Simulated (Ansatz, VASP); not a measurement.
## Sc3Te and the dispersion correction, program beside program

The cell as given:

```xyz
4
Lattice="0.0000 3.5695 3.5695 3.5695 0.0000 3.5695 3.5695 3.5695 0.0000" Properties=species:S:1:pos:R:3 pbc="T T T"
Sc    1.7848    1.7848    1.7848
Sc    5.3543    5.3543    5.3543
Sc    3.5695    3.5695    3.5695
Te    0.0000    0.0000    0.0000
```

The cell comes from a database or a generator and needn't be the stable form of this composition.

Kept alike: task relaxation of cell and atoms; functional PBE; k mesh 5 × 5 × 5; occupations fermi-dirac, width 0.05 eV; no spin polarisation. The mesh is that of the run's cell of 4 atoms. No spin-orbit coupling.

- A: Ansatz, Ansatz PAW, cutoff 420 eV
- B: VASP, PBE PAW files Sc_sv, Te, 600 eV

| dispersion correction | A: volume (Å³/atom) | B: volume (Å³/atom) |
| --- | --- | --- |
| none | 22.672 | 22.740 |
| D3(BJ) | 21.373 | 21.408 |
| D4 | 21.711 | 21.751 |

Values hold for each row's relaxed cell, which stops near the pressure aimed at (zero). Ansatz's stress holds its Pulay term. Programs can differ in the three-body term of D3, and some take D4 from an outside library. For a metal such a mesh leaves the last digits unconverged.

How large is the effect of the dispersion correction, and do the programs agree on it?

From none to D3(BJ) the volume moves by -1.299 in A, -1.332 in B (Å³/atom). Row by row the programs differ by 0.035 to 0.068, and over this span the shifts, as printed, agree within about 2 %. Shifts from none: D3(BJ) -1.299, -1.332; D4 -0.961, -0.989; the programs' shifts differ by up to 0.033.
